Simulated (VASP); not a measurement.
Given:

```xyz
1
Lattice="0.0000 1.7580 1.7580 1.7580 0.0000 1.7580 1.7580 1.7580 0.0000" Properties=species:S:1:pos:R:3 pbc="T T T"
Ni     0.0000     0.0000     0.0000
```
Starting moments (μB, in the order of the record's atoms Ni): 0.8.

Method: r2SCAN meta-GGA, VASP's PBE PAW potentials (set 64) (plane waves; VASP 6.6.1). Numerical set-up: 520 eV cut-off, 18×18×18 Γ-centred mesh, first-order Methfessel-Paxton smearing of 0.10 eV, potentials Ni.

Q: Give the stress tensor in GPa (positive for a compressed cell).

A: 
```
-6.06   0.00   0.00
 0.00  -6.06   0.00
 0.00   0.00  -6.06
```
The pressure is its mean diagonal, -6.06 GPa.

The compound is Ni in the fcc structure. This cell is one point of a volume scan, at 1.03 of the reference volume.
